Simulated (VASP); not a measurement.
A cell of PbF2 (fluorite) near equilibrium:

```
CELL_PARAMETERS angstrom
      0.00000     2.95914     2.95914
      2.95914     0.00000     2.95914
      2.95914     2.95914     0.00000
ATOMIC_POSITIONS crystal
  Pb 0.00000 0.00000 0.00000
  F  0.25000 0.25000 0.25000
  F  0.75000 0.75000 0.75000
```

Method: r2SCAN meta-GGA, VASP's PBE PAW potentials (set 64) (plane waves; VASP).

Unless said otherwise, spin-orbit coupling is left out, though it shifts the bands of the heavy elements here.

```tsv
run	ΔE (meV/atom)	σxx	σyy	σzz	largest shear component, with its sign (GPa)	largest force (eV/Å)	gap (eV)
as it is	0.0	0.00	0.00	0.00	0.00	0.000	4.96
after one change	0.3	0.01	0.00	0.00	-0.23	0.065	4.95
```
Stress is in GPa, positive when the cell is compressed; gaps are those on the k-mesh, and 0.00 means metallic.

Which change was made?
A. atom 3 (F) moved by 0.100 Å along z
B. isotropic strain of +3.0 %
C. uniaxial strain of +3.0 % along z
D. atom 2 (F) moved by 0.025 Å along x

D, atom 2 (F) moved by 0.025 Å along x

The compound is PbF2 in the fluorite structure, the β form.
